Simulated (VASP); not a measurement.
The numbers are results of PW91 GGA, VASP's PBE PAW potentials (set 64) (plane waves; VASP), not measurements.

Input for VASP

File KPOINTS:
```
Regular mesh
0
G
  8 8 2
```

File POSCAR:
```
WSe2
1
    1.6482521479    -2.8548561285     0.0000000000
    1.6482521479     2.8548561285     0.0000000000
    0.0000000000     0.0000000000    14.1058770913
W Se
2 4
Direct
  0.3333330000   0.6666670000   0.2500000000
  0.6666670000   0.3333330000   0.7500000000
  0.3333330000   0.6666670000   0.8679812136
  0.6666670000   0.3333330000   0.3679812136
  0.6666670000   0.3333330000   0.1320187864
  0.3333330000   0.6666670000   0.6320187864
```

### INCAR
```
SYSTEM  =  WSe2
PREC  =  Accurate; ENCUT  =  520; LREAL  =  .FALSE.
LASPH  =  .TRUE.
EDIFF  =  1E-7; NELM  =  100; ALGO  =  Normal
LMAXMIX  =  6
ISMEAR  =  0; SIGMA  =  0.05
GGA  =  91
IBRION  =  2; NSW  =  30; ISIF  =  4
EDIFFG  =  -0.01
LWAVE  =  .FALSE.; LCHARG  =  .FALSE.
```

POTCAR, in this order: W_sv Se (PBE.64 set). Program: vasp_std.

Output

**OUTCAR**
```
 ion  position               nearest neighbor table
   1  0.333  0.667  0.250-   4 2.53   5 2.53   4 2.53   5 2.53   4 2.53   5 2.53
   2  0.667  0.333  0.750-   3 2.53   6 2.53   3 2.53   6 2.53   3 2.53   6 2.53
   3  0.333  0.667  0.868-   2 2.53   2 2.53   2 2.53
   4  0.667  0.333  0.368-   1 2.53   1 2.53   1 2.53
   5  0.667  0.333  0.132-   1 2.53   1 2.53   1 2.53
   6  0.333  0.667  0.632-   2 2.53   2 2.53   2 2.53
  LATTYP: Found a hexagonal cell.
 ALAT       =     3.2965040054
 C/A-ratio  =     4.2790413930
 Subroutine PRICEL returns:
 Original cell was already a primitive cell.
 Subroutine GETGRP returns: Found 24 space group operations
The static configuration has the point symmetry D_3d.
 The point group associated with its full space group is D_6h.
The dynamic configuration has the point symmetry D_3d.
 Subroutine INISYM returns: Found 24 space group operations
 Subroutine IBZKPT returns following result:
 Found     20 irreducible k-points:

 Following reciprocal coordinates:
            Coordinates               Weight
  0.000000  0.000000  0.000000      1.000000
  0.125000  0.000000  0.000000      6.000000
  0.250000  0.000000  0.000000      6.000000
  0.375000  0.000000  0.000000      6.000000
  0.500000  0.000000  0.000000      3.000000
  0.125000  0.125000  0.000000      6.000000
  0.250000  0.125000  0.000000     12.000000
  0.375000  0.125000  0.000000     12.000000
  0.250000  0.250000  0.000000      6.000000
  0.375000  0.250000  0.000000      6.000000
  0.000000  0.000000  0.500000      1.000000
  0.125000  0.000000  0.500000      6.000000
  0.250000  0.000000  0.500000      6.000000
  0.375000  0.000000  0.500000      6.000000
  0.500000  0.000000  0.500000      3.000000
  0.125000  0.125000  0.500000      6.000000
  0.250000  0.125000  0.500000     12.000000
  0.375000  0.125000  0.500000     12.000000
...
```

File OSZICAR:
```
       N       E                     dE             d eps       ncg     rms          rms(c)
DAV:   1     0.515748716657E+03    0.51575E+03   -0.28289E+04  1392   0.161E+03
DAV:   2    -0.123131519547E+02   -0.52806E+03   -0.51786E+03  1509   0.421E+02
DAV:   3    -0.444516599981E+02   -0.32139E+02   -0.31787E+02  1582   0.947E+01
DAV:   4    -0.452007087700E+02   -0.74905E+00   -0.74715E+00  1516   0.148E+01
DAV:   5    -0.452175893174E+02   -0.16881E-01   -0.16876E-01  1650   0.221E+00    0.307E+01
DAV:   6    -0.435270088046E+02    0.16906E+01   -0.11769E+01  1429   0.191E+01    0.109E+01
DAV:   7    -0.432755622007E+02    0.25145E+00   -0.45744E+00  1435   0.891E+00    0.571E+00
DAV:   8    -0.431201234929E+02    0.15544E+00   -0.68130E-01  1627   0.470E+00    0.110E+00
DAV:   9    -0.431222251469E+02   -0.21017E-02   -0.54015E-02  1583   0.121E+00    0.757E-01
DAV:  10    -0.431215515422E+02    0.67360E-03   -0.15494E-02  1600   0.817E-01    0.177E-01
DAV:  11    -0.431214864176E+02    0.65125E-04   -0.18319E-03  1480   0.272E-01    0.136E-01
DAV:  12    -0.431215145190E+02   -0.28101E-04   -0.10517E-04  1636   0.483E-02    0.796E-02
DAV:  13    -0.431215365418E+02   -0.22023E-04   -0.91870E-05  1635   0.533E-02    0.796E-03
DAV:  14    -0.431215398635E+02   -0.33217E-05   -0.58279E-06  1492   0.136E-02    0.491E-03
DAV:  15    -0.431215404400E+02   -0.57647E-06   -0.54872E-07  1325   0.345E-03    0.236E-03
DAV:  16    -0.431215405467E+02   -0.10666E-06   -0.10567E-07  1047   0.172E-03    0.494E-04
DAV:  17    -0.431215405706E+02   -0.23897E-07   -0.33289E-08   984   0.830E-04
   1 F= -.43121541E+02 E0= -.43121541E+02  d E =-.431215E+02
       N       E                     dE             d eps       ncg     rms          rms(c)
DAV:   1    -0.431421515302E+02   -0.20611E-01   -0.20038E+00  1289   0.653E+00    0.115E+00
DAV:   2    -0.431469574520E+02   -0.48059E-02   -0.11715E-01  1457   0.138E+00    0.535E-01
DAV:   3    -0.431457760869E+02    0.11814E-02   -0.11506E-02  1486   0.573E-01    0.375E-01
DAV:   4    -0.431451459760E+02    0.63011E-03   -0.27366E-03  1556   0.259E-01    0.155E-01
DAV:   5    -0.431451532794E+02   -0.73034E-05   -0.29160E-04  1507   0.822E-02    0.277E-02
DAV:   6    -0.431451403177E+02    0.12962E-04   -0.64202E-05  1473   0.415E-02    0.115E-02
DAV:   7    -0.431451402321E+02    0.85604E-07   -0.68268E-06  1643   0.113E-02    0.290E-03
DAV:   8    -0.431451404899E+02   -0.25779E-06   -0.65367E-07  1324   0.484E-03    0.136E-03
DAV:   9    -0.431451406437E+02   -0.15383E-06   -0.15774E-07  1144   0.189E-03    0.375E-04
DAV:  10    -0.431451406738E+02   -0.30103E-07   -0.15920E-08   935   0.701E-04
   2 F= -.43145141E+02 E0= -.43145141E+02  d E =-.236001E-01
       N       E                     dE             d eps       ncg     rms          rms(c)
DAV:   1    -0.431451727886E+02   -0.32145E-04   -0.28718E-03  1303   0.247E-01    0.440E-02
DAV:   2    -0.431451809473E+02   -0.81587E-05   -0.16366E-04  1478   0.516E-02    0.194E-02
DAV:   3    -0.431451801546E+02    0.79268E-06   -0.13562E-05  1514   0.199E-02    0.137E-02
DAV:   4    -0.431451798822E+02    0.27239E-06   -0.34725E-06  1585   0.927E-03    0.568E-03
DAV:   5    -0.431451802292E+02   -0.34698E-06   -0.33676E-07  1186   0.304E-03    0.102E-03
DAV:   6    -0.431451801206E+02    0.10862E-06   -0.86207E-08   823   0.168E-03    0.395E-04
DAV:   7    -0.431451801493E+02   -0.28771E-07   -0.11589E-08   767   0.541E-04
   3 F= -.43145180E+02 E0= -.43145180E+02  d E =-.236396E-01
       N       E                     dE             d eps       ncg     rms          rms(c)
DAV:   1    -0.431898781759E+02   -0.44698E-01   -0.18154E+00  1248   0.852E+00    0.111E+00
DAV:   2    -0.431637818076E+02    0.26096E-01   -0.14903E-01  1399   0.210E+00    0.554E-01
DAV:   3    -0.431582885376E+02    0.54933E-02   -0.99058E-03  1512   0.609E-01    0.238E-01
DAV:   4    -0.431565008625E+02    0.17877E-02   -0.51749E-03  1415   0.356E-01    0.101E-01
DAV:   5    -0.431565246660E+02   -0.23803E-04   -0.58253E-04  1520   0.135E-01    0.494E-02
DAV:   6    -0.431564999145E+02    0.24752E-04   -0.12458E-04  1625   0.628E-02    0.145E-02
DAV:   7    -0.431565042328E+02   -0.43183E-05   -0.18543E-05  1571   0.215E-02    0.695E-03
DAV:   8    -0.431565048962E+02   -0.66345E-06   -0.45455E-06  1633   0.126E-02    0.180E-03
DAV:   9    -0.431565052221E+02   -0.32587E-06   -0.85257E-07  1373   0.450E-03    0.108E-03
DAV:  10    -0.431565052454E+02   -0.23332E-07   -0.10497E-07  1008   0.181E-03
   4 F= -.43156505E+02 E0= -.43156505E+02  d E =-.113251E-01
       N       E                     dE             d eps       ncg     rms          rms(c)
DAV:   1    -0.432363282975E+02   -0.79823E-01   -0.40372E+00  1240   0.127E+01    0.165E+00
DAV:   2    -0.431787939121E+02    0.57534E-01   -0.31661E-01  1385   0.311E+00    0.820E-01
DAV:   3    -0.431666226136E+02    0.12171E-01   -0.21938E-02  1475   0.896E-01    0.352E-01
DAV:   4    -0.431628300673E+02    0.37925E-02   -0.11093E-02  1430   0.518E-01    0.145E-01
DAV:   5    -0.431628680189E+02   -0.37952E-04   -0.12056E-03  1560   0.194E-01    0.652E-02
DAV:   6    -0.431628226126E+02    0.45406E-04   -0.23795E-04  1603   0.855E-02    0.213E-02
DAV:   7    -0.431628309857E+02   -0.83731E-05   -0.45091E-05  1594   0.329E-02    0.103E-02
DAV:   8    -0.431628318788E+02   -0.89307E-06   -0.11106E-05  1611   0.192E-02    0.258E-03
DAV:   9    -0.431628324540E+02   -0.57515E-06   -0.16695E-06  1374   0.636E-03    0.158E-03
DAV:  10    -0.431628325324E+02   -0.78487E-07   -0.18536E-07  1160   0.230E-03
   5 F= -.43162833E+02 E0= -.43162833E+02  d E =-.176524E-01
       N       E                     dE             d eps       ncg     rms          rms(c)
DAV:   1    -0.431628281594E+02    0.42946E-05   -0.56100E-03  1282   0.319E-01    0.589E-02
DAV:   2    -0.431628453337E+02   -0.17174E-04   -0.30008E-04  1464   0.672E-02    0.254E-02
DAV:   3    -0.431628422459E+02    0.30878E-05   -0.16708E-05  1489   0.218E-02    0.176E-02
DAV:   4    -0.431628407659E+02    0.14800E-05   -0.56734E-06  1576   0.118E-02    0.579E-03
DAV:   5    -0.431628403593E+02    0.40664E-06   -0.58752E-07  1368   0.408E-03    0.105E-03
DAV:   6    -0.431628404458E+02   -0.86513E-07   -0.10321E-07   830   0.185E-03
   6 F= -.43162840E+02 E0= -.43162840E+02  d E =-.791338E-05
```

### OUTCAR
```
------------------------ aborting loop because EDIFF is reached ----------------------------------------
  FORCE on cell =-STRESS in cart. coord.  units (eV):
  Direction    XX          YY          ZZ          XY          YZ          ZX
  --------------------------------------------------------------------------------------
  Total        0.3823334      0.3823332      0.3416954      0.0000000      0.0000000     -0.0000000
  in kB        4.6143954      4.6143941      4.1239346      0.0000000      0.0000000     -0.0000000
  external PRESSURE =       4.4509080 kB  Pullay stress =       0.0000000 kB
  volume of cell :      132.75
      direct lattice vectors                 reciprocal lattice vectors
     1.662366909 -2.879303546 -0.000000000     0.300775958 -0.173653105 -0.000000000
     1.662366909  2.879303546  0.000000000     0.300775958  0.173653105 -0.000000000
     0.000000000 -0.000000000 13.867355051     0.000000000 -0.000000000  0.072111805
 POSITION                                       TOTAL-FORCE (eV/Angst)
 -----------------------------------------------------------------------------------
      1.66237      0.95977      3.46684         0.000000     -0.000000      0.000000
      1.66237     -0.95977     10.40052        -0.000000      0.000000      0.000000
      1.66237      0.95977     12.08270        -0.000000      0.000000     -0.009120
      1.66237     -0.95977      5.14902        -0.000000     -0.000000     -0.009120
      1.66237     -0.95977      1.78466        -0.000000     -0.000000      0.009120
      1.66237      0.95977      8.71833        -0.000000      0.000000      0.009120
 -----------------------------------------------------------------------------------
    total drift:                                0.000148      0.001100     -0.000034
  FREE ENERGIE OF THE ION-ELECTRON SYSTEM (eV)
  ---------------------------------------------------
  free  energy   TOTEN  =       -43.1628404458 eV

  energy  without entropy=      -43.1628404458  energy(sigma->0) =      -43.16284045

 reached required accuracy - stopping structural energy minimisation
```
(Selected blocks of OUTCAR.)

### CONTCAR
```
WSe2
   1.00000000000000
     1.6623669088606781   -2.8793035462259606   -0.0000000000000000
     1.6623669088606781    2.8793035462259606    0.0000000000000000
     0.0000000000000000   -0.0000000000000000   13.8673550513923303
  W               Se
     2     4
Direct
     0.3333330000000032    0.6666669999999968    0.2500000000000000
     0.6666669999999968    0.3333330000000032    0.7500000000000000
     0.3333330000000032    0.6666669999999968    0.8713052935613735
     0.6666669999999968    0.3333330000000032    0.3713052935613735
     0.6666669999999968    0.3333330000000032    0.1286947064386265
     0.3333330000000032    0.6666669999999968    0.6286947064386265
```

Without a dispersion term in the relaxation, distances and binding between the weakly bound layers, chains or molecules are unreliable, and so is what depends on them.

The compound is WSe2 in the 2H layered structure. This cell is one point of a volume scan, at 0.97 of the reference volume. Symmetry was kept, so distortions that lower it aren't found.
